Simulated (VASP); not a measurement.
Here is the system:

```
PdP
1.0
    3.04284     0.00000     0.00000
    0.00000     3.04284     0.00000
    0.00000     0.00000     3.04284
Pd P
1 1
Direct
  0.00000   0.00000   0.00000
  0.50000   0.50000   0.50000
```

Method: PBEsol GGA, VASP's PBE PAW potentials (set 64) (plane waves; VASP). Settings: 400 eV cut-off, Gaussian smearing of 0.050 eV, potentials Pd P.

### Question
Give the energies of bands 2 to 10 at the high-symmetry points, in eV from the Fermi level.

### Answer

| band | Γ | X | M | R |
|---|---|---|---|---|
| 2 | -4.94 | -8.21 | -5.17 | -6.99 |
| 3 | -4.94 | -4.37 | -5.17 | -6.99 |
| 4 | -2.54 | -4.22 | -4.57 | -6.99 |
| 5 | -2.54 | -4.22 | -3.42 | -1.50 |
| 6 | -2.54 | -2.37 | -3.42 | -1.50 |
| 7 | 0.16 | -1.23 | -1.56 | 2.25 |
| 8 | 0.16 | 3.99 | -1.13 | 2.25 |
| 9 | 0.16 | 3.99 | 2.19 | 2.25 |
| 10 | 5.44 | 6.02 | 2.42 | 2.34 |

It has no gap at this level: it comes out as a metal or semimetal.

The structure was generated: PdP was put into the CsCl type type (Pm-3m), which need not be its known phase. It was relaxed first, which changed the volume by -14 %. The electron count is odd and the run is not spin-polarised, which forces a metal.
